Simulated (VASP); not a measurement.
Output of a VASP run:

### OSZICAR
```
       N       E                     dE             d eps       ncg     rms          rms(c)
DAV:   1     0.121036561785E+03    0.12104E+03   -0.82663E+03   704   0.126E+03
DAV:   2    -0.176195315299E+01   -0.12280E+03   -0.11312E+03   944   0.330E+02
DAV:   3    -0.643493102501E+01   -0.46730E+01   -0.46480E+01   888   0.620E+01
DAV:   4    -0.657924010691E+01   -0.14431E+00   -0.14420E+00  1052   0.911E+00
DAV:   5    -0.658061299130E+01   -0.13729E-02   -0.13729E-02   868   0.110E+00    0.706E+00
DAV:   6    -0.506281669340E+01    0.15178E+01   -0.55901E+00   788   0.194E+01    0.403E+00
DAV:   7    -0.499809298228E+01    0.64724E-01   -0.16551E-01   856   0.356E+00    0.243E+00
DAV:   8    -0.494434004000E+01    0.53753E-01   -0.81009E-02   744   0.306E+00    0.202E-01
DAV:   9    -0.494471044027E+01   -0.37040E-03   -0.58637E-03  1088   0.542E-01    0.100E-01
DAV:  10    -0.494462995547E+01    0.80485E-04   -0.25130E-04   772   0.161E-01    0.379E-02
DAV:  11    -0.494458858998E+01    0.41365E-04   -0.11526E-04   720   0.110E-01    0.209E-02
DAV:  12    -0.494458358617E+01    0.50038E-05   -0.12232E-05   884   0.312E-02    0.370E-03
DAV:  13    -0.494458347588E+01    0.11029E-06   -0.11798E-06   824   0.106E-02    0.218E-03
DAV:  14    -0.494458355776E+01   -0.81888E-07   -0.16174E-07   832   0.356E-03
   1 F= -.49445836E+01 E0= -.49445836E+01  d E =-.225141E-19
```

OUTCAR:
```
------------------------ aborting loop because EDIFF is reached ----------------------------------------
  FORCE on cell =-STRESS in cart. coord.  units (eV):
  Direction    XX          YY          ZZ          XY          YZ          ZX
  --------------------------------------------------------------------------------------
  Total       -0.4434969     -0.4434969     -0.4434969      0.0000000     -0.0000000      0.0000000
  in kB      -17.0347830    -17.0347830    -17.0347830      0.0000000     -0.0000000      0.0000000
  external PRESSURE =     -17.0347830 kB  Pullay stress =       0.0000000 kB
  volume of cell :       41.71
      direct lattice vectors                 reciprocal lattice vectors
     0.000000000  2.752611133  2.752611133    -0.181645709  0.181645709  0.181645709
     2.752611133  0.000000000  2.752611133     0.181645709 -0.181645709  0.181645709
     2.752611133  2.752611133  0.000000000     0.181645709  0.181645709 -0.181645709
  FREE ENERGIE OF THE ION-ELECTRON SYSTEM (eV)
  ---------------------------------------------------
  free  energy   TOTEN  =        -4.9445835578 eV

  energy  without entropy=       -4.9445835578  energy(sigma->0) =       -4.94458356
```
(Selected blocks of OUTCAR.)

**POSCAR**
```
KF
1
    0.0000000000     2.7526111333     2.7526111333
    2.7526111333     0.0000000000     2.7526111333
    2.7526111333     2.7526111333     0.0000000000
K F
1 1
Direct
  0.0000000000   0.0000000000   0.0000000000
  0.5000000000   0.5000000000   0.5000000000
```

### Question
Reconstruct the remaining input files.

### Answer
This is not unique; one that fits is the input of the run itself, vdW-DF2, plane waves, VASP's PBE PAW potentials (set 64).

### KPOINTS
```
Automatic mesh
0
Gamma
8 8 8
0 0 0
```

INCAR:
```
SYSTEM=KF
PREC=Accurate; ENCUT=520; LREAL=.False.
LASPH=.True.
EDIFF=1E-7; NELM=100; ALGO=Normal
ISMEAR=0; SIGMA=0.05
GGA=ML; LUSE_VDW=.True.; AGGAC=0.0
ZAB_VDW=-1.8867
ISIF=2
LWAVE=.False.; LCHARG=.False.
```

POTCAR, in this order: K_sv F (PBE.64 set). Program: vasp_std.

The compound is KF in the rock salt structure. This cell is one point of a volume scan, at 1.06 of the reference volume.
